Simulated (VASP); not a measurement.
Computed with LDA (Ceperley-Alder, Perdew-Zunger), VASP's LDA PAW potentials (set 64) (plane waves; VASP).

VASP ran on this input.

### INCAR
```
SYSTEM = Cu
PREC = Accurate; ENCUT = 500; LREAL = F
LASPH = T
EDIFF = 1E-6; NELM = 100; ALGO = Normal
LMAXMIX = 4
ISMEAR = 1; SIGMA = 0.1
IBRION = 2; NSW = 40; ISIF = 3
EDIFFG = -0.02
LWAVE = F; LCHARG = F
```

KPOINTS:
```
K-points
0
Gamma
 18 18 18
```

POSCAR:
```
Cu
1
   -0.0000000000     1.7616300690     1.7616300690
    1.7616300690    -0.0000000000     1.7616300690
    1.7616300690     1.7616300690     0.0000000000
Cu
1
Direct
  0.0000000000   0.0000000000   0.0000000000
```

POTCAR, in this order: Cu (LDA.64 set). Program: vasp_std.

The run wrote:

**OSZICAR**
```
       N       E                     dE             d eps       ncg     rms          rms(c)
DAV:   1     0.336413335651E+02    0.33641E+02   -0.56216E+03  3646   0.206E+03
DAV:   2    -0.530710263786E+01   -0.38948E+02   -0.37043E+02  3523   0.194E+02
DAV:   3    -0.572103483885E+01   -0.41393E+00   -0.41301E+00  4192   0.288E+01
DAV:   4    -0.572396058255E+01   -0.29257E-02   -0.29255E-02  4317   0.215E+00
DAV:   5    -0.572399262143E+01   -0.32039E-04   -0.32038E-04  4237   0.182E-01    0.804E+00
DAV:   6    -0.508404212197E+01    0.63995E+00   -0.17421E+01  3687   0.101E+02    0.374E+00
DAV:   7    -0.472480298883E+01    0.35924E+00   -0.25948E+00  3728   0.390E+01    0.628E-01
DAV:   8    -0.470883903562E+01    0.15964E-01   -0.62864E-03  4036   0.135E+00    0.289E-01
DAV:   9    -0.470724493342E+01    0.15941E-02   -0.85182E-03  3991   0.199E+00    0.166E-02
DAV:  10    -0.470725675517E+01   -0.11822E-04   -0.31596E-05  5016   0.111E-01    0.436E-03
DAV:  11    -0.470725852606E+01   -0.17709E-05   -0.10015E-06  2358   0.137E-02    0.791E-04
DAV:  12    -0.470725852286E+01    0.32039E-08   -0.92647E-08  1896   0.713E-03
   1 F= -.47072585E+01 E0= -.47072421E+01  d E =-.470726E+01
```

OUTCAR:
```
------------------------ aborting loop because EDIFF is reached ----------------------------------------
  FORCE on cell =-STRESS in cart. coord.  units (eV):
  Direction    XX          YY          ZZ          XY          YZ          ZX
  --------------------------------------------------------------------------------------
  Total        0.0008839      0.0008839      0.0008839     -0.0000000      0.0000000      0.0000000
  in kB        0.1295260      0.1295260      0.1295260     -0.0000000      0.0000000      0.0000000
  external PRESSURE =       0.1295260 kB  Pullay stress =       0.0000000 kB
  volume of cell :       10.93
      direct lattice vectors                 reciprocal lattice vectors
     0.000000000  1.761630069  1.761630069    -0.283828034  0.283828034  0.283828034
     1.761630069  0.000000000  1.761630069     0.283828034 -0.283828034  0.283828034
     1.761630069  1.761630069  0.000000000     0.283828034  0.283828034 -0.283828034
 POSITION                                       TOTAL-FORCE (eV/Angst)
 -----------------------------------------------------------------------------------
      0.00000      0.00000      0.00000         0.000000      0.000000      0.000000
 -----------------------------------------------------------------------------------
    total drift:                                0.000000     -0.000000      0.000000
  FREE ENERGIE OF THE ION-ELECTRON SYSTEM (eV)
  ---------------------------------------------------
  free  energy   TOTEN  =        -4.7072585229 eV

  energy  without entropy=       -4.7072093649  energy(sigma->0) =       -4.70724214

 reached required accuracy - stopping structural energy minimisation
```
(Selected blocks of OUTCAR.)

The compound is Cu in the fcc structure. It was relaxed first, which changed the volume by -7 %.
